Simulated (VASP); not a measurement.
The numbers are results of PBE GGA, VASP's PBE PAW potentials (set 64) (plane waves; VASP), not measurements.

A VASP calculation is set up with these files.

INCAR:
```
LCHARG=F
PREC=Accurate
ISIF=3   ! ions, shape and volume
NELM=100
EDIFFG=-0.02
LORBIT=10
NSW=40
ENCUT=500   ! plane-wave cut-off (eV)
GGA=PE   ! PBE
LMAXMIX=4   ! l cut-off of mixed one-centre charges
LASPH=T   ! aspherical one-centre terms
LWAVE=F
IBRION=2   ! conjugate gradients
ISMEAR=1   ! Methfessel-Paxton
LREAL=F
ISPIN=2   ! spin-polarised
ALGO=Normal   ! blocked Davidson
EDIFF=1E-6
MAGMOM=2.2
PSTRESS=450   ! kbar
SIGMA=0.1
SYSTEM=Fe
```

### POSCAR
```
Fe
1
   -1.3414442002     1.3414442002     1.3414442002
    1.3414442002    -1.3414442002     1.3414442002
    1.3414442002     1.3414442002    -1.3414442002
Fe
1
Direct
  0.0000000000   0.0000000000   0.0000000000
```

KPOINTS:
```
kpoints
0
gamma
19 19 19
0 0 0
```

POTCAR, in this order: Fe (PBE.64 set). Program: vasp_std.

Output

File OUTCAR:
```
 ion  position               nearest neighbor table
   1  0.000  0.000  0.000-
  LATTYP: Found a body centered cubic cell.
 ALAT       =     2.6828884004
 Subroutine PRICEL returns:
 Original cell was already a primitive cell.
 Subroutine GETGRP returns: Found 48 space group operations
The static configuration has the point symmetry O_h .
The dynamic configuration has the point symmetry O_h .
The overall configuration has the point symmetry O_h .
 Subroutine INISYM returns: Found 48 space group operations
 Subroutine IBZKPT returns following result:
 Found    220 irreducible k-points:

 Following reciprocal coordinates:
            Coordinates               Weight
  0.000000  0.000000  0.000000      1.000000
  0.052632  0.000000  0.000000     12.000000
  0.105263  0.000000  0.000000     12.000000
  0.157895  0.000000  0.000000     12.000000
  0.210526  0.000000  0.000000     12.000000
  0.263158  0.000000  0.000000     12.000000
  0.315789  0.000000  0.000000     12.000000
  0.368421  0.000000  0.000000     12.000000
  0.421053  0.000000  0.000000     12.000000
...
```

OSZICAR:
```
       N       E                     dE             d eps       ncg     rms          rms(c)
DAV:   1     0.150315713550E+02    0.15032E+02   -0.41404E+03  8289   0.110E+03
DAV:   2    -0.870712381559E+01   -0.23739E+02   -0.22394E+02  8018   0.130E+02
DAV:   3    -0.898705898399E+01   -0.27994E+00   -0.27909E+00  8876   0.192E+01
DAV:   4    -0.898827489354E+01   -0.12159E-02   -0.12157E-02  8556   0.116E+00
DAV:   5    -0.898828509882E+01   -0.10205E-04   -0.10205E-04  8605   0.966E-02    0.138E+01
DAV:   6    -0.808303872028E+01    0.90525E+00   -0.91473E+00  8400   0.511E+01    0.403E+00
DAV:   7    -0.805633012517E+01    0.26709E-01   -0.22175E-01  8416   0.805E+00    0.282E+00
DAV:   8    -0.804516020009E+01    0.11170E-01   -0.53245E-03  9740   0.699E-01    0.152E+00
DAV:   9    -0.803780436024E+01    0.73558E-02   -0.42739E-03 10031   0.538E-01    0.252E-01
DAV:  10    -0.803791616681E+01   -0.11181E-03   -0.64472E-04  9304   0.271E-01    0.820E-02
DAV:  11    -0.803791638946E+01   -0.22265E-06   -0.57992E-05  8329   0.107E-01    0.196E-02
DAV:  12    -0.803791648593E+01   -0.96470E-07   -0.17552E-06  6235   0.189E-02
   1 F= -.53259785E+01 E0= -.53259986E+01  d E =-.532598E+01  mag=     1.8835
```

**OUTCAR**
```
------------------------ aborting loop because EDIFF is reached ----------------------------------------
  FORCE on cell =-STRESS in cart. coord.  units (eV):
  Direction    XX          YY          ZZ          XY          YZ          ZX
  --------------------------------------------------------------------------------------
  Total        2.7100705      2.7100705      2.7100705      0.0000000     -0.0000000     -0.0000000
  in kB      449.6901125    449.6901125    449.6901125      0.0000000     -0.0000000     -0.0000000
  external PRESSURE =      -0.3098875 kB  Pullay stress =     450.0000000 kB
  volume of cell :        9.66
      direct lattice vectors                 reciprocal lattice vectors
    -1.341444200  1.341444200  1.341444200     0.000000000  0.372732612  0.372732612
     1.341444200 -1.341444200  1.341444200     0.372732612  0.000000000  0.372732612
     1.341444200  1.341444200 -1.341444200     0.372732612  0.372732612  0.000000000
 POSITION                                       TOTAL-FORCE (eV/Angst)
 -----------------------------------------------------------------------------------
      0.00000      0.00000      0.00000         0.000000      0.000000     -0.000000
 -----------------------------------------------------------------------------------
    total drift:                                0.000000     -0.000000      0.000000
  FREE ENERGIE OF THE ION-ELECTRON SYSTEM (eV)
  ---------------------------------------------------
  free  energy   TOTEN  =        -8.0379164859 eV

  energy  without entropy=       -8.0379767573  energy(sigma->0) =       -8.03793658
  enthalpy is  TOTEN    =        -5.3259784701 eV   P V=        2.7119380159

 total charge

# of ion       s       p       d       tot
------------------------------------------
    1        0.565   0.706   6.394   7.664

 magnetization (x)

# of ion       s       p       d       tot
------------------------------------------
    1       -0.011  -0.055   1.920   1.853

 reached required accuracy - stopping structural energy minimisation
```
(Selected blocks of OUTCAR.)

File OUTCAR:
```
 val. band max:        7.7570265020   @ k =  -0.4211  -0.4211   0.2105

 cond. band min:       7.7610297170   @ k =  -0.2105   0.2105   0.1053


 Fermi energy:         7.7584684341

 spin component 1

 k-point     1 :       0.0000    0.0000    0.0000
  band No.  band energies     occupation
      1      -1.7678      1.00000
      2       5.0510      1.00000
      3       5.0510      1.00000
      4       5.0510      1.00000
      5       6.6010      1.00000
      6       6.6010      1.00000
      7      34.2678      0.00000
      8      34.2678      0.00000
      9      34.2678      0.00000

 k-point     2 :       0.0526    0.0000    0.0000
  band No.  band energies     occupation
      1      -1.6366      1.00000
      2       5.0096      1.00000
      3       5.0474      1.00000
      4       5.1297      1.00000
      5       6.5581      1.00000
      6       6.6044      1.00000
      7      33.5698      0.00000
      8      34.1289      0.00000
      9      34.2426      0.00000

 k-point     3 :       0.1053    0.0000    0.0000
  band No.  band energies     occupation
      1      -1.2519      1.00000
      2       4.8911      1.00000
      3       5.0244      1.00000
      4       5.3608      1.00000
      5       6.4569      1.00000
      6       6.6154      1.00000
      7      31.8866      0.00000
      8      33.6222      0.00000
      9      34.1759      0.00000

 k-point     4 :       0.1579    0.0000    0.0000
  band No.  band energies     occupation
      1      -0.6436      1.00000
      2       4.7112      1.00000
      3       4.9581      1.00000
      4       5.7285      1.00000
      5       6.3674      1.00000
      6       6.6356      1.00000
      7      29.7036      0.00000
      8      32.6898      0.00000
      9      34.0877      0.00000

 k-point     5 :       0.2105    0.0000    0.0000
  band No.  band energies     occupation
      1       0.1232      1.00000
...
```

The compound is Fe in the bcc structure. It was relaxed first under an external pressure of 45 GPa.
